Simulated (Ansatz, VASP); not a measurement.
**One calculation of SrMg, two programs**

```xyz
2
Lattice="3.8870 0.0000 0.0000 0.0000 3.8870 0.0000 0.0000 0.0000 3.8870" Properties=species:S:1:pos:R:3 pbc="T T T"
Sr    1.9435    1.9435    1.9435
Mg    0.0000    0.0000    0.0000
```

Change from the starting cell: volume scaled by 0.99.

Alike in both runs: task single point; functional LDA; k mesh 9 × 9 × 9; occupations fermi-dirac, width 0.05 eV; no spin polarisation.

```csv
,VASP,Ansatz
version,VASP 6.6.1,Ansatz 0.2.0
potentials or method,"VASP PAW LDA potentials, release 64 (Sr_sv, Mg), cutoff 520 eV","all-electron LAPW, scalar-relativistic"
```

```tsv
	VASP	Ansatz	Ansatz less VASP
pressure (GPa)	3.6	3.8	+0.15
```

Ansatz ran all-electron here, so the differences hold the error of VASP's frozen core and of both bases.
